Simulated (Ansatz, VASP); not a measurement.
# SiO2 in two plane-wave programs, part 2 of 2

Wanted: the spread between two codes on one cell, functional and k mesh. The structure shown is the start of the Ansatz relaxation below; VASP solves that cell, so the two are compared at the walk's first step.

VASP 6.6.1 and Ansatz 0.2.0.

So far. Step 3 (VASP: single point, LDA, start cell, pair 1): The run ends at a pressure of 43.16 GPa, with forces up to 0.15 eV/Å.

## 5. Ansatz: relaxation, LDA

Level of this step: Ansatz beside VASP: Kohn-Sham DFT, plane waves, LDA (Ansatz).

The two programs are compared at the cell with which this relaxation starts, whose forces are those of its first step. The cell compared in this pair holds 42.27 Å³, against 41.35 Å³ for the pair before.

The structure compared here is the start of the Ansatz relaxation; VASP solves that cell, so the two are compared at the walk's first step.

The input, input.yaml:

```yaml
crystal:
  lattice:
    - [4.0283735076, 0.0, 0.0]
    - [0.0, 4.0283735076, 0.0]
    - [0.0, 0.0, 2.6046775083]
  atoms:
    - { symbol: O, position: [0.6964218847, 0.6964218847, 0.0] }
    - { symbol: O, position: [0.1964218847, 0.8035781153, 0.5] }
    - { symbol: O, position: [0.3035781153, 0.3035781153, 0.0] }
    - { symbol: O, position: [0.8035781153, 0.1964218847, 0.5] }
    - { symbol: Si, position: [0.5, 0.5, 0.5] }
    - { symbol: Si, position: [0.0, 0.0, 0.0] }
kpoints:
  mp_grid: { grid: [8, 8, 8] }
hamiltonian:
  xc: lda
  pseudopotentials: { kind: paw, azcp: { folder: soft_1 }, xc_functional: pbe }
scf:
  occupations: { method: fixed }
output:
  forces: true
  stress: true
  eigenvalues: true
relax:
  adjacent_minimum: "off"
  f_tol: 0.001
  max_steps: 60
  cell: { stress_tol: 0.01, fix: [volume] }
```

On the command line:

```bash
$ ansatz run input.yaml --threads 4 --pin off --max-ram 16384MiB --backend cpu --events-out ev --progress --plain --runs-dir out
```

Numbers of over 12 decimals in the logs are rounded to 6 here.

Log:

```text
[...]
Crystal: 6 atoms, lattice volume = 42.268 Å³
Basis set: ecut = 420 eV, 817 PW (Γ)
Bands: 22, of which v1, the nominal top of the filled ones, is band 16 counted from 1 (15 counted from 0)
Symmetry: 16 space group operations
[...]
k-points: 75 of 512
[...]
cell:  # Å, volume = 42.2682 Å³
    - [4.025260, 0, 0.0]
    - [0, 4.025260, 0.0]
    - [0.0, 0.0, 2.608709]
  atoms:
    - { symbol: O, position: [0.696963, 0.696963, 0.0] }
    - { symbol: O, position: [0.196963, 0.803037, 0.5] }
    - { symbol: O, position: [0.303037, 0.303037, 0.0] }
    - { symbol: O, position: [0.803037, 0.196963, 0.5] }
    - { symbol: Si, position: [0.5, 0.5, 0.5] }
    - { symbol: Si, position: [0, 0, 0.0] }
[key lines of the parts left out:]
SCF converged after 4 iterations
Free energy (F): -3445.117112 eV
Fermi energy:    11.928384 eV
P = ⅓ Tr σ = 31.4834 GPa (314.834 kbar)
```

## 6. VASP: single point, LDA, start cell, pair 2

The same cell, functional (in two slightly different forms) and mesh now go to VASP, with its own data sets.

The input, INCAR:

```
SYSTEM = SiO2
PREC = Accurate
ENCUT = 520
EDIFF = 1E-06
NELM = 120
ISMEAR = 0
SIGMA = 0.01
LREAL = .FALSE.
ALGO = Normal
GGA = PW92
NBANDS = 22
LORBIT = 11
LWAVE = .FALSE.
LCHARG = .FALSE.
ISIF = 2
LASPH = .TRUE.
GGA_COMPAT = .FALSE.
EFERMI = MIDGAP
KPAR = 2
```

The input, POSCAR:

```
SiO2
1.0
    4.0283740000      0.0000000000      0.0000000000
    0.0000000000      4.0283740000      0.0000000000
    0.0000000000      0.0000000000      2.6046780000
O Si
4 2
Direct
    0.6964218690      0.6964218690      0.0000000000
    0.1964218690      0.8035781310      0.5000000000
    0.3035781310      0.3035781310      0.0000000000
    0.8035781310      0.1964218690      0.5000000000
    0.5000000000      0.5000000000      0.5000000000
    0.0000000000      0.0000000000      0.0000000000
```

The input, KPOINTS:

```
Automatic mesh
0
Gamma
8 8 8
0 0 0
```

Potentials, in the order of the species: O and Si (LDA family, release 64).

On the command line:

```bash
$ mpirun -np 2 vasp_std
```

Log:

```text
[banner, memory and clock lines left out]
running    2 mpi-ranks, on    1 nodes
[...]
[... a notice as in an earlier step ...]

 LDA part: xc-table for (Slater(with rela. corr.)+PW92), standard interpolation
 POSCAR, INCAR and KPOINTS ok, starting setup
[...]
entering main loop
       N       E                     dE             d eps       ncg     rms          rms(c)
DAV:   1     0.140729298899E+03    0.14073E+03   -0.18322E+04  3324   0.142E+03
DAV:   2    -0.508149563496E+02   -0.19154E+03   -0.18521E+03  4152   0.309E+02
DAV:   3    -0.568841895132E+02   -0.60692E+01   -0.60538E+01  4194   0.554E+01
DAV:   4    -0.569245835869E+02   -0.40394E-01   -0.40375E-01  4062   0.526E+00
[...]
DAV:  10    -0.516662622943E+02    0.14272E-04   -0.20288E-04  3966   0.109E-01    0.535E-02
DAV:  11    -0.516662648547E+02   -0.25604E-05   -0.12413E-05  4104   0.271E-02    0.144E-02
DAV:  12    -0.516662646809E+02    0.17376E-06   -0.14326E-06  2574   0.985E-03
   1 F= -.51666265E+02 E0= -.51666265E+02  d E =0.000000E+00
```

From OUTCAR (step 6):

```text
  Total        8.4628055      8.4628055      9.0270599      0.0000000      0.0000000      0.0000000
  in kB      320.7829905    320.7829905    342.1710764      0.0000000      0.0000000      0.0000000
  external PRESSURE =     327.9123524 kB  Pullay stress =       0.0000000 kB

 POSITION                                       TOTAL-FORCE (eV/Angst)
 -----------------------------------------------------------------------------------
      2.80545      2.80545      0.00000         0.106116      0.106116      0.000000
      0.79126      3.23711      1.30234         0.106116     -0.106116      0.000000
      1.22293      1.22293      0.00000        -0.106116     -0.106116     -0.000000
      3.23711      0.79126      1.30234        -0.106116      0.106116      0.000000
      2.01419      2.01419      1.30234         0.000000      0.000000      0.000000
      0.00000      0.00000      0.00000         0.000000      0.000000      0.000000
 -----------------------------------------------------------------------------------
    total drift:                               -0.000000      0.000000      0.000000

  FREE ENERGIE OF THE ION-ELECTRON SYSTEM (eV)
  ---------------------------------------------------
  free  energy   TOTEN  =       -51.6662646809 eV

  energy  without entropy=      -51.6662646809  energy(sigma->0) =      -51.66626468

[... 1 part as in an earlier step ...]

[... 2 further parts left out ...]
[key lines of the parts left out:]
E-fermi :  12.8496
```

The run ends at a pressure of 32.79 GPa, with forces up to 0.15 eV/Å.

## 7. Comparison

Forces (eV/Å; atoms numbered as in POSCAR):

| atom | Ansatz x, y, z | VASP x, y, z |
| --- | --- | --- |
| O1 | 0.091, 0.091, 0.000 | 0.106, 0.106, 0.000 |
| O2 | 0.091, -0.091, 0.000 | 0.106, -0.106, 0.000 |
| O3 | -0.091, -0.091, 0.000 | -0.106, -0.106, 0.000 |
| O4 | -0.091, 0.091, 0.000 | -0.106, 0.106, 0.000 |
| Si5 | 0.000, 0.000, 0.000 | 0.000, 0.000, 0.000 |
| Si6 | 0.000, 0.000, 0.000 | 0.000, 0.000, 0.000 |

The forces differ by 10 meV/Å r.m.s., which is 14.7 % of the r.m.s. force of 0.071 eV/Å (both taken over all components).

## 8. Ansatz: relaxation, LDA

The two programs are compared at the cell with which this relaxation starts, whose forces are those of its first step. The cell compared in this pair holds 43.19 Å³, against 42.27 Å³ for the pair before.

The structure compared here is the start of the Ansatz relaxation; VASP solves that cell, so the two are compared at the walk's first step.

input.yaml, the sections that differ from step 5:

```yaml
crystal:
  lattice:
    - [4.0609994991, 0.0, 0.0]
    - [0.0, 4.0609994991, 0.0]
    - [0.0, 0.0, 2.6187110251]
  atoms:
    - { symbol: O, position: [0.6958257099, 0.6958257099, 0.0] }
    - { symbol: O, position: [0.1958257099, 0.8041742901, 0.5] }
    - { symbol: O, position: [0.3041742901, 0.3041742901, 0.0] }
    - { symbol: O, position: [0.8041742901, 0.1958257099, 0.5] }
    - { symbol: Si, position: [0.5, 0.5, 0.5] }
    - { symbol: Si, position: [0.0, 0.0, 0.0] }
# kpoints, hamiltonian, scf, output, relax: as in step 5
```

On the command line:

```bash
$ ansatz run input.yaml --threads 4 --pin off --max-ram 16384MiB --backend cpu --events-out ev --progress --plain --runs-dir out
```

Log:

```text
[...]
Crystal: 6 atoms, lattice volume = 43.187 Å³
Basis set: ecut = 420 eV, 825 PW (Γ)
Bands: 22, of which v1, the nominal top of the filled ones, is band 16 counted from 1 (15 counted from 0)
Symmetry: 16 space group operations
[...]
k-points: 75 of 512
[...]
cell:  # Å, volume = 43.1870 Å³
    - [4.057356, 0, 0.0]
    - [0, 4.057356, 0.0]
    - [0.0, 0.0, 2.623417]
  atoms:
    - { symbol: O, position: [0.696422, 0.696422, 0.0] }
    - { symbol: O, position: [0.196422, 0.803578, 0.5] }
    - { symbol: O, position: [0.303578, 0.303578, 0.0] }
    - { symbol: O, position: [0.803578, 0.196422, 0.5] }
    - { symbol: Si, position: [0.5, 0.5, 0.5] }
    - { symbol: Si, position: [0, 0, 0.0] }
[key lines of the parts left out:]
SCF converged after 4 iterations
Free energy (F): -3445.270787 eV
Fermi energy:    11.545881 eV
P = ⅓ Tr σ = 22.2247 GPa (222.247 kbar)
```

## 9. VASP: single point, LDA, start cell, pair 3

The same cell, functional (in two slightly different forms) and mesh now go to VASP, with its own data sets.

INCAR is that of step 6.

The input, POSCAR:

```
SiO2
1.0
    4.0609990000      0.0000000000      0.0000000000
    0.0000000000      4.0609990000      0.0000000000
    0.0000000000      0.0000000000      2.6187110000
O Si
4 2
Direct
    0.6958258300      0.6958257069      0.0000000000
    0.1958258300      0.8041742931      0.5000000000
    0.3041744162      0.3041742931      0.0000000000
    0.8041744162      0.1958257069      0.5000000000
    0.5000001231      0.5000000000      0.5000000000
    0.0000001231      0.0000000000      0.0000000000
```

KPOINTS is that of step 6.

On the command line:

```bash
$ mpirun -np 2 vasp_std
```

Log:

```text
[... set-up lines as in an earlier step ...]
 entering main loop
       N       E                     dE             d eps       ncg     rms          rms(c)
DAV:   1     0.144134615829E+03    0.14413E+03   -0.18334E+04  3314   0.142E+03
DAV:   2    -0.504758078495E+02   -0.19461E+03   -0.18808E+03  4226   0.310E+02
DAV:   3    -0.569515942330E+02   -0.64758E+01   -0.64563E+01  4200   0.567E+01
DAV:   4    -0.569959849765E+02   -0.44391E-01   -0.44370E-01  4116   0.546E+00
[...]
DAV:  10    -0.518266245392E+02    0.31262E-05   -0.15919E-04  3954   0.102E-01    0.556E-02
DAV:  11    -0.518266260011E+02   -0.14618E-05   -0.15626E-05  4050   0.296E-02    0.147E-02
DAV:  12    -0.518266258146E+02    0.18647E-06   -0.93946E-07  2568   0.848E-03
   1 F= -.51826626E+02 E0= -.51826626E+02  d E =0.000000E+00
```

OUTCAR, selected parts (step 9):

```text
  Total        6.1432831      6.1432831      6.7343025     -0.0000000      0.0000000      0.0000000
  in kB      227.9070567    227.9070567    249.8330361     -0.0000000      0.0000000      0.0000000
  external PRESSURE =     235.2157165 kB  Pullay stress =       0.0000000 kB

 POSITION                                       TOTAL-FORCE (eV/Angst)
 -----------------------------------------------------------------------------------
      2.82575      2.82575      0.00000         0.108708      0.108708      0.000000
      0.79525      3.26575      1.30936         0.108708     -0.108708      0.000000
      1.23525      1.23525      0.00000        -0.108708     -0.108708      0.000000
      3.26575      0.79525      1.30936        -0.108708      0.108708      0.000000
      2.03050      2.03050      1.30936        -0.000000      0.000000     -0.000000
      0.00000      0.00000      0.00000        -0.000000      0.000000     -0.000000
 -----------------------------------------------------------------------------------
    total drift:                               -0.001113     -0.000797      0.000000

  FREE ENERGIE OF THE ION-ELECTRON SYSTEM (eV)
  ---------------------------------------------------
  free  energy   TOTEN  =       -51.8266258146 eV

  energy  without entropy=      -51.8266258146  energy(sigma->0) =      -51.82662581

[... 1 part as in an earlier step ...]

[... 2 further parts left out ...]
[key lines of the parts left out:]
E-fermi :  12.5014
```

The run ends at a pressure of 23.52 GPa, with forces up to 0.15 eV/Å.

## 10. Differences

Forces (eV/Å; atoms numbered as in POSCAR):

| atom | Ansatz x, y, z | VASP x, y, z |
| --- | --- | --- |
| O1 | 0.092, 0.092, 0.000 | 0.109, 0.109, 0.000 |
| O2 | 0.092, -0.092, 0.000 | 0.109, -0.109, 0.000 |
| O3 | -0.092, -0.092, 0.000 | -0.109, -0.109, 0.000 |
| O4 | -0.092, 0.092, 0.000 | -0.109, 0.109, 0.000 |
| Si5 | 0.000, 0.000, 0.000 | 0.000, 0.000, 0.000 |
| Si6 | 0.000, 0.000, 0.000 | 0.000, 0.000, 0.000 |

The forces differ by 11 meV/Å r.m.s., which is 15.4 % of the r.m.s. force of 0.072 eV/Å (both taken over all components).

## 11. Summary of results

```
r.m.s. force difference (single point, LDA, start cell, pair 1) : 9.7 meV/Å
r.m.s. force difference (single point, LDA, start cell, pair 2) : 10 meV/Å
r.m.s. force difference (single point, LDA, start cell, pair 3) : 11 meV/Å
```

The r.m.s. force difference is 11 meV/Å (single point, LDA, start cell, pair 3), within the 12 meV/Å picked in this series as the mark of a large difference. 13 further runs of this series are not shown here. Such differences can come from data sets, numerical settings and the points named under the comparisons, not from the functional's error against experiment.

[Lines on the potential files, build, host, timing and source positions are cut from VASP's logs without a mark.]

[Logs are printed without paths, hosts, clocks, repeated set-up lines and the standing remarks that a program may print on its own settings, such as how far it seeks lower states.]

[Hosts, paths, dates, database ids (printed as entryN), source tags and the programs' standing remarks are cut or masked in the printed files.]
